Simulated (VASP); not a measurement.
Output of a VASP run:

OUTCAR:
```
 ion  position               nearest neighbor table
   1  0.000  0.000  0.577-   7 2.64   7 2.64   7 2.64   2 2.77
   2  0.000  0.000  0.423-   8 2.64   8 2.64   8 2.64   1 2.77
   3  0.333  0.667  0.923-   5 2.64   5 2.64   5 2.64   4 2.77
   4  0.333  0.667  0.077-   6 2.64   6 2.64   6 2.64   3 2.77
   5  0.667  0.333  0.852-   3 2.64   3 2.64   3 2.64
   6  0.667  0.333  0.148-   4 2.64   4 2.64   4 2.64
   7  0.333  0.667  0.648-   1 2.64   1 2.64   1 2.64
   8  0.333  0.667  0.352-   2 2.64   2 2.64   2 2.64
  LATTYP: Found a hexagonal cell.
 ALAT       =     4.0032829516
 C/A-ratio  =     4.5016505792
 Subroutine PRICEL returns:
 Original cell was already a primitive cell.
 Subroutine GETGRP returns: Found 12 space group operations
The static configuration has the point symmetry D_3h.
The dynamic configuration has the point symmetry D_3h.
 Subroutine INISYM returns: Found 12 space group operations
 Subroutine IBZKPT returns following result:
 Found     14 irreducible k-points:

 Following reciprocal coordinates:
            Coordinates               Weight
  0.000000  0.000000  0.000000      1.000000
  0.166667  0.000000  0.000000      6.000000
  0.333333  0.000000  0.000000      6.000000
  0.500000  0.000000  0.000000      3.000000
  0.166667  0.166667  0.000000      6.000000
  0.333333  0.166667  0.000000     12.000000
  0.333333  0.333333  0.000000      2.000000
  0.000000  0.000000  0.500000      1.000000
  0.166667  0.000000  0.500000      6.000000
  0.333333  0.000000  0.500000      6.000000
  0.500000  0.000000  0.500000      3.000000
  0.166667  0.166667  0.500000      6.000000
  0.333333  0.166667  0.500000     12.000000
  0.333333  0.333333  0.500000      2.000000
   k-points           NKPTS =     14   k-points in BZ     NKDIM =     14   number of bands    NBANDS=     45
   number of dos      NEDOS =    301   number of ions     NIONS =      8
   total plane-waves  NPLWV =  94080
   dimension x,y,z NGX =    28 NGY =   28 NGZ =  120
   dimension x,y,z NGXF=    56 NGYF=   56 NGZF=  240
   ions per type =               4   4
   PREC   = accura    normal or accurate (medium, high low for compatibility)
   ISTART =      0    job   : 0-new  1-cont  2-samecut
   ICHARG =      2    charge: 1-file 2-atom 10-const
   ISPIN  =      1    spin polarized calculation?
   LNONCOLLINEAR =      F non collinear calculations
   LSORBIT =      F    spin-orbit coupling
   INIWAV =      1    electr: 0-lowe 1-rand  2-diag
   ENCUT  =  400.0 eV  29.40 Ry    5.42 a.u.   6.53  6.53 29.39*2*pi/ulx,y,z
   NELM   =    100;   NELMIN=  2; NELMDL= -5     # of ELM steps
   EDIFF  = 0.1E-05   stopping-criterion for ELM
   LREAL  =      F    real-space projection
   NLSPLINE    = F    spline interpolate recip. space projectors
   LMAXMIX     =    4 max onsite mixed and CHGCAR
   VOSKOWN=      0    Vosko Wilk Nusair interpolation
   EDIFFG = -.2E-01   stopping-criterion for IOM
   NSW    =     60    number of steps for IOM
   NBLOCK =      1;   KBLOCK =     60    inner block; outer block
   IBRION =      2    ionic relax: 0-MD 1-quasi-New 2-CG
   NFREE  =      1    steps in history (QN), initial steepest desc. (CG)
   ISIF   =      3    stress and relaxation
   ISYM   =      2    0-nonsym 1-usesym 2-fastsym
   TEIN   =    0.0    initial temperature
   TEBEG  =    0.0;   TEEND  =   0.0 temperature during run
   SMASS  =  -3.00    Nose mass-parameter (am)
   PSTRESS=    0.0 pullay stress
   NELECT =      76.0000    total number of electrons
   EFERMI =   0.00;   METHOD = LEGACY
   ISMEAR =     0;   SIGMA  =   0.05  broadening in eV -4-tet -1-fermi 0-gaus
   IALGO  =     38    algorithm
   LDIAG  =      T    sub-space diagonalisation (order eigenvalues)
   IMIX   =      4    mixing-type and parameters
     AMIX     =   0.40;   BMIX     =  1.00
     AMIX_MAG =   1.60;   BMIX_MAG =  1.00
     AMIN     =   0.10
   GGA     = PS    functional components
   VOSKOWN =     0    Vosko Wilk Nusair interpolation
   LHFCALC =     F    Hartree Fock is set to
...
```

**OSZICAR**
```
...
DAV:   1    -0.312036615433E+02   -0.22756E-01   -0.80847E-01  1546   0.891E+00    0.911E-01
DAV:   2    -0.311871942005E+02    0.16467E-01   -0.63238E-02  1701   0.312E+00    0.348E-01
DAV:   3    -0.311835441957E+02    0.36500E-02   -0.11388E-02  1604   0.119E+00    0.153E-01
DAV:   4    -0.311834019831E+02    0.14221E-03   -0.14062E-03  1496   0.239E-01    0.702E-02
DAV:   5    -0.311833596454E+02    0.42338E-04   -0.16152E-04  1924   0.125E-01    0.463E-02
DAV:   6    -0.311833655679E+02   -0.59226E-05   -0.38071E-05  1544   0.480E-02    0.157E-02
DAV:   7    -0.311833652623E+02    0.30564E-06   -0.47374E-06  1257   0.250E-02
  17 F= -.31183365E+02 E0= -.31183365E+02  d E =-.245870E-02
       N       E                     dE             d eps       ncg     rms          rms(c)
DAV:   1    -0.312314649307E+02   -0.48099E-01   -0.18581E+00  1546   0.135E+01    0.139E+00
DAV:   2    -0.311935665131E+02    0.37898E-01   -0.14641E-01  1701   0.477E+00    0.529E-01
DAV:   3    -0.311852235451E+02    0.83430E-02   -0.25861E-02  1604   0.179E+00    0.234E-01
DAV:   4    -0.311848637973E+02    0.35975E-03   -0.32285E-03  1504   0.360E-01    0.107E-01
DAV:   5    -0.311847606963E+02    0.10310E-03   -0.37140E-04  1934   0.192E-01    0.705E-02
DAV:   6    -0.311847717114E+02   -0.11015E-04   -0.86979E-05  1533   0.721E-02    0.246E-02
DAV:   7    -0.311847715403E+02    0.17111E-06   -0.11448E-05  1569   0.376E-02    0.113E-02
DAV:   8    -0.311847719476E+02   -0.40728E-06   -0.15994E-06   879   0.143E-02
  18 F= -.31184772E+02 E0= -.31184772E+02  d E =-.386539E-02
       N       E                     dE             d eps       ncg     rms          rms(c)
DAV:   1    -0.311848236953E+02   -0.52155E-04   -0.20914E-03  1556   0.453E-01    0.465E-02
DAV:   2    -0.311847837910E+02    0.39904E-04   -0.16023E-04  1721   0.157E-01    0.181E-02
DAV:   3    -0.311847739147E+02    0.98764E-05   -0.29798E-05  1609   0.613E-02    0.711E-03
DAV:   4    -0.311847725644E+02    0.13503E-05   -0.35136E-06  1178   0.125E-02    0.315E-03
DAV:   5    -0.311847719434E+02    0.62101E-06   -0.32733E-07   765   0.667E-03
  19 F= -.31184772E+02 E0= -.31184772E+02  d E =-.386538E-02
       N       E                     dE             d eps       ncg     rms          rms(c)
DAV:   1    -0.311848634250E+02   -0.90861E-04   -0.10489E-02  1802   0.616E-01    0.480E-02
DAV:   2    -0.311848380400E+02    0.25385E-04   -0.32124E-04  1761   0.163E-01    0.171E-02
DAV:   3    -0.311848303427E+02    0.76973E-05   -0.25314E-05  1621   0.562E-02    0.784E-03
DAV:   4    -0.311848288294E+02    0.15133E-05   -0.39837E-06  1199   0.149E-02    0.360E-03
DAV:   5    -0.311848281924E+02    0.63703E-06   -0.71180E-07   748   0.626E-03
  20 F= -.31184828E+02 E0= -.31184828E+02  d E =-.562490E-04
       N       E                     dE             d eps       ncg     rms          rms(c)
DAV:   1    -0.311852522675E+02   -0.42344E-03   -0.94449E-02  1802   0.185E+00    0.144E-01
DAV:   2    -0.311850167190E+02    0.23555E-03   -0.28804E-03  1751   0.488E-01    0.512E-02
DAV:   3    -0.311849488882E+02    0.67831E-04   -0.22852E-04  1616   0.169E-01    0.227E-02
DAV:   4    -0.311849412748E+02    0.76133E-05   -0.40006E-05  1869   0.444E-02    0.125E-02
DAV:   5    -0.311849392520E+02    0.20229E-05   -0.30411E-06  1096   0.122E-02    0.342E-03
DAV:   6    -0.311849390619E+02    0.19007E-06   -0.45957E-07   735   0.800E-03
  21 F= -.31184939E+02 E0= -.31184939E+02  d E =-.167119E-03
```

**OUTCAR**
```
------------------------ aborting loop because EDIFF is reached ----------------------------------------
  FORCE on cell =-STRESS in cart. coord.  units (eV):
  Direction    XX          YY          ZZ          XY          YZ          ZX
  --------------------------------------------------------------------------------------
  Total       -0.0630846     -0.0630846     -0.0562105      0.0000000     -0.0000000     -0.0000000
  in kB       -0.4314341     -0.4314342     -0.3844226      0.0000000     -0.0000000     -0.0000000
  external PRESSURE =      -0.4157636 kB  Pullay stress =       0.0000000 kB
  volume of cell :      234.27
      direct lattice vectors                 reciprocal lattice vectors
     4.012251600 -0.000000000  0.000000000     0.249236613  0.143896809  0.000000000
    -2.006125800  3.474712204  0.000000000    -0.000000000  0.287793619  0.000000000
    -0.000000000 -0.000000000 16.803992072    -0.000000000 -0.000000000  0.059509669
 POSITION                                       TOTAL-FORCE (eV/Angst)
 -----------------------------------------------------------------------------------
      0.00000      0.00000      9.79086        -0.000000     -0.000000     -0.001022
      0.00000      0.00000      7.01313        -0.000000     -0.000000      0.001022
     -0.00000      2.31648     15.41443        -0.000000      0.000000      0.002329
     -0.00000      2.31648      1.38956        -0.000000      0.000000     -0.002329
      2.00613      1.15824     14.13450         0.000000     -0.000000      0.017297
      2.00613      1.15824      2.66949         0.000000     -0.000000     -0.017297
     -0.00000      2.31648     11.06933         0.000000     -0.000000     -0.009003
     -0.00000      2.31648      5.73467         0.000000     -0.000000      0.009003
 -----------------------------------------------------------------------------------
    total drift:                                0.001691     -0.000966      0.000000
  FREE ENERGIE OF THE ION-ELECTRON SYSTEM (eV)
  ---------------------------------------------------
  free  energy   TOTEN  =       -31.1849390619 eV

  energy  without entropy=      -31.1849390402  energy(sigma->0) =      -31.18493905

 reached required accuracy - stopping structural energy minimisation
```
(Selected blocks of OUTCAR.)

POSCAR:
```
InSe
1
    4.0032829516     0.0000000000    -0.0000000000
   -2.0016414758     3.4669451241    -0.0000000000
    0.0000000000     0.0000000000    18.0213810177
In Se
4 4
Direct
  0.0000000000   0.0000000000   0.5767536808
  0.0000000000   0.0000000000   0.4232463192
  0.3333330000   0.6666670000   0.9232691970
  0.3333330000   0.6666670000   0.0767308030
  0.6666670000   0.3333330000   0.8521174140
  0.6666670000   0.3333330000   0.1478825860
  0.3333330000   0.6666670000   0.6479033863
  0.3333330000   0.6666670000   0.3520966137
```

Write an INCAR and KPOINTS that could have produced this output.

This is not unique; one that fits is the input of the run itself, PBEsol GGA, plane waves, VASP's PBE PAW potentials (set 64).

File KPOINTS:
```
Automatic mesh
0
Gamma
6 6 2
0 0 0
```

**INCAR**
```
IBRION=2   ! conjugate gradients
GGA=PS
ALGO=Normal   ! blocked Davidson
LWAVE=.FALSE.
PREC=Accurate
LREAL=.FALSE.   ! projection in real space or not
NELM=100
LASPH=.TRUE.   ! aspherical one-centre terms
EDIFF=1E-6   ! SCF stop (eV)
LCHARG=.FALSE.
SIGMA=0.05   ! width (eV)
LMAXMIX=4   ! l cut-off of mixed one-centre charges
ENCUT=400
ISMEAR=0   ! Gaussian
ISIF=3
SYSTEM=InSe
EDIFFG=-0.02   ! ionic stop
NSW=60   ! most ionic steps
```

POTCAR, in this order: In_d Se (PBE.64 set). Program: vasp_std.

Energy and stress use the plane-wave basis of the starting cell. Without a dispersion term in the relaxation, distances and binding between the weakly bound layers, chains or molecules are unreliable, and so is what depends on them.

The structure comes from a computed database's InSe entry (P-6m2); how it stands against other phases isn't given here. This run relaxes it. Symmetry was kept, so distortions that lower it aren't found. The start is the result of an earlier pass.
